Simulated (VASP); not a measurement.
# Biaxial (111) strain of fcc iridium at PBEsol: stress, normal strain, strain energy and the limits of linear elasticity

Iridium films with a (111) surface serve as growth supports for graphene and other thin layers, and misfit with the substrate beneath can leave them strained in the plane. Predicting the film's stress and thickness change requires its elastic response and the strain at which constant moduli cease to suffice. Here equal in-plane strains from −2 % to +2 % are imposed on bulk Ir at the PBEsol level, with the stress along the normal brought to zero. Strains and energies are measured against the crystal relaxed with the same functional, and tension is positive. The series yields the bulk modulus and the shear constant C₄₄, and shows how both change with strain.

## Set-up

The start is an entry of the ASE's table of reference states database. The crystal was relaxed with PBEsol. Equal strain is imposed in the (111) plane; the strain along the normal is adjusted until the normal stress vanishes, and the atoms are relaxed with PBEsol. VASP 6.6.1, plane waves with PAW, cutoff 450 eV, no spin polarisation, no spin-orbit coupling, k mesh 26×26×26, static lattice. The same in all rows: band gap on the k mesh at PBEsol: 0.000 eV.

Notes on method and selection:

- Runs that did not converge, have known faults or may not be shown are not listed, and runs on Ansatz's PAW sets soft_1 and soft_2 are kept to separate tables.

Columns:

- strain (%): strain in the plane (tension positive).
- normal strain (%): strain along the normal.
- stress (GPa): in-plane stress, tension positive.
- strain energy (meV/atom): energy per atom above the relaxed crystal.

## The series

```
member  strain (%)  normal strain (%)  stress (GPa)  strain energy (meV/atom)
−2 %    −2.0        1.055              −19.74        33.14
−1.5 %  −1.5        0.790              −14.32        18.31
−1 %    −1.0        0.526              −9.23         8.035
−0.5 %  −0.5        0.263              −4.47         2.030
0 %     0.0         0.000              0.00          0.04024
+0.5 %  0.5         −0.258             4.19          1.843
+1 %    1.0         −0.514             8.13          7.223
+1.5 %  1.5         −0.767             11.82         15.97
+2 %    2.0         −1.016             15.28         27.92
```

Least-squares fits to the whole series, with x = strain (%); R² and errors in the fitted variable (y, or ln y where the fit is in ln y):

```
y                  members  fit                      R²    rms residual  leave-one-out rms  the same for the mean of the others
normal strain (%)  9        y = 0.008778 − 0.5185 x  1.00  0.0069        0.0098             0.75
stress (GPa)       9        y = −0.9267 + 8.729 x    0.99  0.82          1.2                13
```

## Interpretation

From −2 % to +2 % the in-plane stress rises from −19.74 to 15.28 GPa, while the normal strain falls from 1.055 to −1.016 %. The strain energy is lowest in the unstrained row, and at equal magnitude of strain it is always higher in compression than in tension.

The linear model assumes small strains, constant moduli and zero normal stress. The strain lowers the symmetry from Fm-3m to R-3m, but each atom remains on an inversion centre, so no internal displacement has to be added. Let e be the in-plane strain, eₙ the normal strain and σ the in-plane stress.

1. The relative volume change is 2e + eₙ. The mean of the three principal stresses is 2σ/3, because one of them is zero. The bulk modulus B connects the two: 2σ/3 = B(2e + eₙ).

2. The remaining change of shape is a stretch or compression along [111]. In the cubic axes it contains only shear components, which C₄₄ alone resists: σ = 2C₄₄(e − eₙ).

3. Both equations are linear, so eₙ = −R e and σ = M e. Insertion gives B = 2M/[3(2 − R)] and C₄₄ = M/[2(1 + R)].

4. Each of the two in-plane directions contributes work σe/2 per volume. The energy per atom is therefore U = V M e², with V the atomic volume.

Two measured slopes, R and M, thus fix two moduli. Solved the other way, R = 2(3B − 2C₄₄)/(3B + 4C₄₄), so the normal strain depends only on the ratio of B to C₄₄, whereas the stress depends on their absolute size. The constants C₁₁ and C₁₂ enter only through C₁₁ + 2C₁₂ = 3B and cannot be obtained separately from this strain.

## Testing the model

The model is fixed on the members −0.5 % and +0.5 %, whose average slope removes the leading curvature.

M = (4.19 + 4.47)/1.0 = 8.66 GPa per %; per unit strain, 8.66 × 100 = 866 GPa

R = (0.263 + 0.258)/1.0 = 0.521

B = 2 × 8.66 × 100/(3 × (2 − 0.521)) = 390 GPa

C₄₄ = 8.66 × 100/(2 × (1 + 0.521)) = 285 GPa

Stress and normal strain then follow for four other members:

- −2 %: σ = 8.66 × (−2.0) = −17.32 GPa (table −19.74); eₙ = −0.521 × (−2.0) = 1.042 % (table 1.055).
- −1 %: σ = 8.66 × (−1.0) = −8.66 GPa (table −9.23); eₙ = −0.521 × (−1.0) = 0.521 % (table 0.526).
- +1 %: σ = 8.66 × 1.0 = 8.66 GPa (table 8.13); eₙ = −0.521 × 1.0 = −0.521 % (table −0.514).
- +2 %: σ = 8.66 × 2.0 = 17.32 GPa (table 15.28); eₙ = −0.521 × 2.0 = −1.042 % (table −1.016).

The energy needs one correction. The unstrained row lies 0.040 meV/atom above the reference, most likely because the plane-wave set was renewed after the cell relaxation. With this offset removed, the coefficient of e² is [(2.030 + 1.843)/2 − 0.040]/0.25 = 7.59 meV/atom per %². At ±2 % the model gives 7.59 × 4 + 0.04 = 30.4 meV/atom, between the tabulated 33.14 in compression and 27.92 in tension.

## Departures from the trend

Largest departures from the fit to the whole series:

```
member  normal strain (%)  fit     computed − fit  in rms residuals
+2 %    −1.016             −1.028  +0.012          1.8
−2 %    1.055              1.046   +0.009          1.3
0 %     0.000              0.009   −0.009          1.3
+0.5 %  −0.258             −0.250  −0.008          1.1
```

The linear stress is too high algebraically in every strained row: tension is overestimated and compression underestimated. The assumption that fails is that of constant moduli. Half the sum of the stresses at ±0.5 % gives a quadratic term, (4.19 − 4.47)/(2 × 0.25) = −0.56 GPa per %². With it, the stress at +2 % becomes 17.32 − 0.56 × 4 = 15.08 GPa. Over all nine rows the rms miss is 0.10 GPa, against 0.82 for the fitted straight line and 13 for the mean of the others. The intercept of that line, −0.9267 GPa, reflects this curvature and is no residual stress.

Steps 1 and 2, applied to single rows, show which modulus changes. The effective B is 2 × 19.74/(3 × (4.0 − 1.055)) × 100 = 447 GPa at −2 % and 2 × 15.28/(3 × (4.0 − 1.016)) × 100 = 341 GPa at +2 %. The effective C₄₄ falls likewise, from 19.74/(2 × (2.0 + 1.055)) × 100 = 323 to 15.28/(2 × (2.0 + 1.016)) × 100 = 253 GPa. Both soften as the volume grows and the in-plane bonds lengthen, as expected for anharmonic bonding. Their ratio changes little, which is why the normal strain stays nearly linear while the stress does not.

## Conclusions and limits

Linear elasticity with B = 390 GPa and C₄₄ = 285 GPa gives the stress to about 3 % at ±0.5 % strain, 7 % at ±1 % and 13 % at ±2 %. The normal strain stays within 3 % over the whole range.

Two effects absent from a perfect bulk crystal can exceed the departure from linearity, which is about 2 GPa at the ends of the series. Dislocations in a real film relax the stress towards zero and may remove most of the 15 GPa found at +2 %. In a very thin film, a tensile surface stress f on each of the two faces adds 2f/t to the stress averaged over the thickness t; at t = 1 nm, f = 1 N/m is enough to add 2 GPa.

[Logs are printed without paths, hosts, clocks, repeated set-up lines and the standing remarks that a program may print on its own settings, such as how far it seeks lower states.]
